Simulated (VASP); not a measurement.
Wanted: the native input for a VASP 6.6.1 run.

```
Task                   : single point
Functional             : LDA
Potentials or basis    : VASP PAW LDA potentials, release 64 (Y_sv, Se)
Cutoff                 : 520 eV
k mesh                 : 7 × 7 × 7
Occupations            : gaussian, width 0.1 eV
Spin                   : no spin polarisation
Dipole correction      : no
Further INCAR settings : ALGO = Normal; EDIFF = 1e-07; NBANDS = 16
```

The structure of YSe lies in POSCAR:

```
YSe
1.0
    0.0000000000      2.7932897890      2.7932897890
    2.7932897890      0.0000000000      2.7932897890
    2.7932897890      2.7932897890      0.0000000000
Y Se
1 1
Direct
    0.5000000000      0.5000000000      0.5000000000
    0.0000000000      0.0000000000      0.0000000000
```

One way to write it, as run:

INCAR

```
SYSTEM = YSe
PREC = Accurate
ENCUT = 520
EDIFF = 1E-7
ISMEAR = 0
SIGMA = 0.1
LREAL = .False.
LASPH = .True.
NELM = 100
ALGO = Normal
ISIF = 2
LWAVE = .False.
LCHARG = .True.
GGA = CA
LELF = .True.
LVHAR = .True.
NBANDS = 16
```

KPOINTS

```
Automatic mesh
0
Gamma
  7 7 7
  0 0 0
```

Potentials or basis: VASP PAW LDA potentials, release 64 (Y_sv, Se).

Command:

```console
$ cat potpaw_LDA.64/Y_sv/POTCAR potpaw_LDA.64/Se/POTCAR > POTCAR
$ mpirun -np 1 vasp_std > vasp.out
```

It gave:

```
Pressure               : 3.2 GPa
Band gap on the k mesh : none (metal or under the smearing width)
```

Wall time 7.8 s on 1 thread of Intel(R) Xeon(R) 6975P-C (Granite Rapids), with other jobs on the host, peak memory 0.17 GiB.
